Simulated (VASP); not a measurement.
Method: RPBE GGA, VASP's PBE PAW potentials (set 64) (plane waves; VASP).

The input files of a VASP run:

**INCAR**
```
LCHARG = F
ALGO = Normal
ISIF = 2   ! forces and stress, cell fixed
SYSTEM = Rb
ENCUT = 520
LASPH = T   ! aspherical one-centre terms
LMAXMIX = 4   ! l cut-off of mixed one-centre charges
PREC = Accurate
NELM = 100
ISMEAR = 1
EDIFF = 1E-7
LWAVE = F
LREAL = F
GGA = RP   ! RPBE
SIGMA = 0.1   ! width (eV)
```

### POSCAR
```
Rb
1
   -2.9578864359     2.9578864359     2.9578864359
    2.9578864359    -2.9578864359     2.9578864359
    2.9578864359     2.9578864359    -2.9578864359
Rb
1
Direct
  0.0000000000   0.0000000000   0.0000000000
```

File KPOINTS:
```
kpoints
0
Gamma
  9 9 9
0 0 0
```

POTCAR, in this order: Rb_sv (PBE.64 set). Program: vasp_std.

The run wrote:

File OSZICAR:
```
       N       E                     dE             d eps       ncg     rms          rms(c)
DAV:   1     0.497531661873E+02    0.49753E+02   -0.32172E+03   560   0.805E+02
DAV:   2     0.206182434159E+01   -0.47691E+02   -0.46349E+02   648   0.140E+02
DAV:   3    -0.721726250101E+00   -0.27836E+01   -0.27783E+01   680   0.398E+01
DAV:   4    -0.818722953657E+00   -0.96997E-01   -0.96517E-01   960   0.596E+00
DAV:   5    -0.819143719887E+00   -0.42077E-03   -0.42076E-03   816   0.378E-01    0.123E+00
DAV:   6    -0.823123652717E+00   -0.39799E-02   -0.19154E-03   840   0.329E-01    0.729E-01
DAV:   7    -0.826585336940E+00   -0.34617E-02   -0.42541E-03   592   0.521E-01    0.471E-02
DAV:   8    -0.826865174305E+00   -0.27984E-03   -0.28753E-04   896   0.157E-01    0.120E-02
DAV:   9    -0.826871400769E+00   -0.62265E-05   -0.93647E-06   864   0.251E-02    0.494E-03
DAV:  10    -0.826871491122E+00   -0.90354E-07   -0.17657E-06   888   0.899E-03    0.122E-03
DAV:  11    -0.826871596937E+00   -0.10581E-06   -0.54057E-08   752   0.195E-03    0.809E-04
DAV:  12    -0.826871767569E+00   -0.17063E-06   -0.80828E-08   712   0.232E-03    0.167E-04
DAV:  13    -0.826871757555E+00    0.10014E-07   -0.13683E-09   424   0.340E-04
   1 F= -.82687176E+00 E0= -.82668364E+00  d E =-.564355E-03
```

OUTCAR:
```
------------------------ aborting loop because EDIFF is reached ----------------------------------------
  FORCE on cell =-STRESS in cart. coord.  units (eV):
  Direction    XX          YY          ZZ          XY          YZ          ZX
  --------------------------------------------------------------------------------------
  Total       -0.0450032     -0.0450032     -0.0450032     -0.0000000     -0.0000000      0.0000000
  in kB       -0.6965461     -0.6965461     -0.6965461     -0.0000000     -0.0000000      0.0000000
  external PRESSURE =      -0.6965461 kB  Pullay stress =       0.0000000 kB
  volume of cell :      103.52
      direct lattice vectors                 reciprocal lattice vectors
    -2.957886436  2.957886436  2.957886436     0.000000000  0.169039620  0.169039620
     2.957886436 -2.957886436  2.957886436     0.169039620  0.000000000  0.169039620
     2.957886436  2.957886436 -2.957886436     0.169039620  0.169039620  0.000000000
 POSITION                                       TOTAL-FORCE (eV/Angst)
 -----------------------------------------------------------------------------------
      0.00000      0.00000      0.00000         0.000000     -0.000000      0.000000
 -----------------------------------------------------------------------------------
    total drift:                                0.000000      0.000000     -0.000000
  FREE ENERGIE OF THE ION-ELECTRON SYSTEM (eV)
  ---------------------------------------------------
  free  energy   TOTEN  =        -0.8268717576 eV

  energy  without entropy=       -0.8263074022  energy(sigma->0) =       -0.82668364
```
(Selected blocks of OUTCAR.)

The compound is Rb in the bcc structure. This cell is one point of a volume scan, at 1.03 of the reference volume.
